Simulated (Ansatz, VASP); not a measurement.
# SiC (Moissanite 3C) in two plane-wave programs, part 3 of 3

One calculation is typed for both programs; each brings its own data sets. How far apart do they land? The cell is taken from a series of runs on this material, whose earlier steps may have relaxed, scaled, displaced or heated it; both programs get it as it stands.

VASP 6.6.1 and Ansatz 0.2.0.

So far: VASP: zone-centre phonons, PBE, pair 1; Ansatz: zone-centre phonons, PBE, pair 1; Differences; VASP: zone-centre phonons, PBE, pair 2; Ansatz: zone-centre phonons, PBE, pair 2; Comparison.

### 8. VASP: zone-centre phonons, PBE, pair 3

Level of this step: PBE; plane waves and PAW (C, Si) (VASP).

Second derivatives magnify differences that forces hide, and they need a tight electronic threshold. The cell compared in this pair holds 19.74 Å³, against 19.32 Å³ for the pair before.

INCAR

```
SYSTEM = SiC
PREC = Accurate
ENCUT = 600
EDIFF = 1E-08
NELM = 120
ISMEAR = 0
SIGMA = 0.01
LREAL = .FALSE.
ALGO = Normal
GGA = PE
NBANDS = 10
LORBIT = 11
LWAVE = .FALSE.
LCHARG = .FALSE.
ISIF = 2
IBRION = 8
LEPSILON = .TRUE.
LASPH = .TRUE.
GGA_COMPAT = .FALSE.
EFERMI = MIDGAP
KPAR = 2
```

POSCAR

```
SiC
1.0
    0.0000000000      2.1451528857      2.1451528857
    2.1451528857      0.0000000000      2.1451528857
    2.1451528857      2.1451528857      0.0000000000
C Si
1 1
Direct
    0.7500000000      0.7500000000      0.7500000000
    0.0000000000      0.0000000000      0.0000000000
```

KPOINTS

```
Automatic mesh
0
Gamma
12 12 12
0 0 0
```

The projector-augmented-wave data sets are C and Si (PBE family, release 64).

Run with:

```bash
$ mpirun -np 2 vasp_std
```

Numbers of over 12 decimals in the logs are rounded to 6 here.

Output:

```text
[... set-up lines as in an earlier step ...]
 entering main loop
       N       E                     dE             d eps       ncg     rms          rms(c)
DAV:   1     0.639034044187E+01    0.63903E+01   -0.43984E+03  1506   0.765E+02
DAV:   2    -0.162237414969E+02   -0.22614E+02   -0.20697E+02  1888   0.121E+02
DAV:   3    -0.169933034146E+02   -0.76956E+00   -0.76793E+00  1716   0.188E+01
DAV:   4    -0.169965026619E+02   -0.31992E-02   -0.31988E-02  1630   0.144E+00
[...]
DAV:  12    -0.150071374527E+02   -0.36598E-06   -0.12393E-06  1530   0.771E-03    0.106E-03
DAV:  13    -0.150071374973E+02   -0.44571E-07   -0.63165E-08  1632   0.196E-03    0.105E-03
DAV:  14    -0.150071374889E+02    0.83894E-08   -0.55188E-09   820   0.538E-04
   1 F= -.15007137E+02 E0= -.15007137E+02  d E =0.000000E+00
 Linear response reoptimize wavefunctions to high precision
DAV:   1    -0.150071374908E+02   -0.18845E-08   -0.59598E-10  1492   0.193E-04
DAV:   2    -0.150071374908E+02   -0.63665E-11   -0.78959E-12   744   0.208E-05
 Linear response G [H, r] |phi>, progress :
  Direction:   1
[...]
RMM:  12    -0.126940544695E+00    0.77851E-09   -0.76087E-08  5769   0.356E-06    0.820E-08
 first order change of Fermi-energy  -0.16030E+01
 force on displaced ion       1 direction 1 : -21.330   0.000   0.000
 Born effective charge ion    1 direction 1 :  -2.729   0.000   0.000
 Linear response progress:
  Degree of freedom:   2/  2
       N       E                     dE             d eps       ncg     rms          rms(c)
RMM:   1    -0.160940744135E-01   -0.16094E-01   -0.73398E-03 13327   0.860E-01
RMM:   2    -0.140635357741E-01    0.20305E-02   -0.36328E-04  8617   0.188E-01    0.133E-01
RMM:   3    -0.140140698712E-01    0.49466E-04   -0.20438E-04  8769   0.521E-02    0.761E-02
RMM:   4    -0.140973573752E-01   -0.83288E-04   -0.23456E-04  8733   0.562E-02    0.976E-03
[...]
RMM:   9    -0.140569047280E-01   -0.11079E-07    0.15020E-08  9547   0.268E-05    0.101E-05
RMM:  10    -0.140568778070E-01    0.26921E-07    0.51840E-08  9360   0.766E-06    0.793E-07
RMM:  11    -0.140568782502E-01   -0.44323E-09    0.52208E-08  6843   0.264E-06    0.200E-07
 first order change of Fermi-energy   0.16033E+01
 force on displaced ion       2 direction 1 : -21.331  -0.000  -0.000
 Born effective charge ion    2 direction 1 :   2.727   0.000   0.000
 Born effective charges drift removed
 Linear response finished
```

Parts of OUTCAR (step 8):

```text
  Total        1.8008525      1.8008525      1.8008525      0.0000000     -0.0000000      0.0000000
  in kB      146.1450090    146.1450090    146.1450090      0.0000000     -0.0000000      0.0000000
  external PRESSURE =     146.1450090 kB  Pullay stress =       0.0000000 kB

 POSITION                                       TOTAL-FORCE (eV/Angst)
 -----------------------------------------------------------------------------------
      3.21773      3.21773      3.21773        -0.000000     -0.000000     -0.000000
      0.00000      0.00000      0.00000         0.000000      0.000000      0.000000
 -----------------------------------------------------------------------------------
    total drift:                               -0.000000     -0.000000     -0.000000

 MACROSCOPIC STATIC DIELECTRIC TENSOR (including local field effects in DFT)
 ------------------------------------------------------
           6.857298     0.000000     0.000000
           0.000000     6.857298    -0.000000
           0.000000    -0.000000     6.857298
 ------------------------------------------------------

 MACROSCOPIC STATIC DIELECTRIC TENSOR IONIC CONTRIBUTION
 ------------------------------------------------------
           3.198931    -0.000000     0.000000
          -0.000000     3.198931     0.000000
           0.000000     0.000000     3.198931
 ------------------------------------------------------

[... 1 part as in an earlier step ...]

[... 1 further part left out ...]
```

### 9. Ansatz: zone-centre phonons, PBE, pair 3

The same cell, functional and mesh now go to Ansatz, which takes its cutoff from its data sets.

The cell is taken from a series of runs on this material, whose earlier steps may have relaxed, scaled, displaced or heated it; both programs get it as it stands.

input.yaml

```yaml
crystal:
  lattice:
    - [0.0, 2.1451528857, 2.1451528857]
    - [2.1451528857, 0.0, 2.1451528857]
    - [2.1451528857, 2.1451528857, 0.0]
  atoms:
    - { symbol: C, position: [0.75, 0.75, 0.75] }
    - { symbol: Si, position: [0.0, 0.0, 0.0] }
kpoints:
  mp_grid: { grid: [12, 12, 12] }
hamiltonian:
  xc: pbe
  pseudopotentials: { kind: paw, azcp: { folder: soft_1 } }
scf:
  occupations: { method: fixed }
output:
  eigenvalues: true
phonons:
  method: dfpt
  dielectric: true
  rigid_motions: translations
```

Run with:

```bash
$ ansatz run input.yaml --threads 4 --pin off --max-ram 10240MiB --backend cpu --events-out ev --progress --plain --runs-dir out
```

Output:

```text
[...]
Crystal: 2 atoms, lattice volume = 19.743 Å³
Basis set: ecut = 420 eV, 387 PW (Γ), exchange–correlation on 48×48×48 points (8 copies of the dense FFT grid, shifted against one another)
Bands: 8, of which v1, the nominal top of the filled ones, is band 4 counted from 1 (3 counted from 0)
Symmetry: 24 space group operations
k-points: 280 of 1728 (irreducible under 4 space group operations, time reversal used)
[...]
optical modes at Γ + LO–TO along q̂ = [1.0000, 0.0000, 0.0000]:
      ω (cm⁻¹)  modes    IR ((D/Å)²/amu)
[...]
optical modes at Γ + LO–TO along q̂ = [0.0000, 1.0000, 0.0000]:
      ω (cm⁻¹)  modes    IR ((D/Å)²/amu)
        830.88      2            41.4203
       1008.59      1            20.7101
  optical modes at Γ + LO–TO along q̂ = [0.0000, 0.0000, 1.0000]:
      ω (cm⁻¹)  modes    IR ((D/Å)²/amu)
        830.88      2            41.4203
       1008.59      1            20.7101
[key lines of the parts left out:]
SCF converged after 8 iterations
Free energy (F): -887.107334 eV
Fermi energy:    10.084081 eV
```

### 10. Side by side

Compared:

```csv
quantity,Ansatz,VASP,difference
ε∞ xx,6.84,6.86,-0.19 %
ε∞ yy,6.84,6.86,-0.19 %
ε∞ zz,6.84,6.86,-0.19 %
Born charge of C1 (mean of the diagonal) (e),-2.75,-2.73,-0.02
Born charge of Si2 (mean of the diagonal) (e),2.75,2.73,+0.02
optical mode 1 to 3 (cm⁻¹),830.9,830.3,+0.07 %
```

Modes are paired by rising frequency, not by their patterns, so a pair may set unlike modes beside each other; they are those without the splitting of longitudinal modes.

### 11. Outcome

| Item | Value |
| --- | --- |
| r.m.s. difference of the optical zone-centre modes, each program's sorted by frequency (zone-centre phonons, PBE, pair 1) | 0.72 cm⁻¹ |
| r.m.s. difference of the optical zone-centre modes, each program's sorted by frequency (zone-centre phonons, PBE, pair 2) | 0.64 cm⁻¹ |
| r.m.s. difference of the optical zone-centre modes, each program's sorted by frequency (zone-centre phonons, PBE, pair 3) | 0.54 cm⁻¹ |

In words: The r.m.s. difference of the optical zone-centre modes, each program's sorted by frequency is 0.72 cm⁻¹ (zone-centre phonons, PBE, pair 1). 4 further runs of this series are not shown here. Such differences can come from data sets, numerical settings and the points named under the comparisons, not from the functional's error against experiment.

[Lines on the potential files, build, host, timing and source positions are cut from VASP's logs without a mark.]

[Logs are printed without paths, hosts, clocks, repeated set-up lines and the standing remarks that a program may print on its own settings, such as how far it seeks lower states.]

[Hosts, paths, dates, database ids (printed as entryN), source tags and the programs' standing remarks are cut or masked in the printed files.]
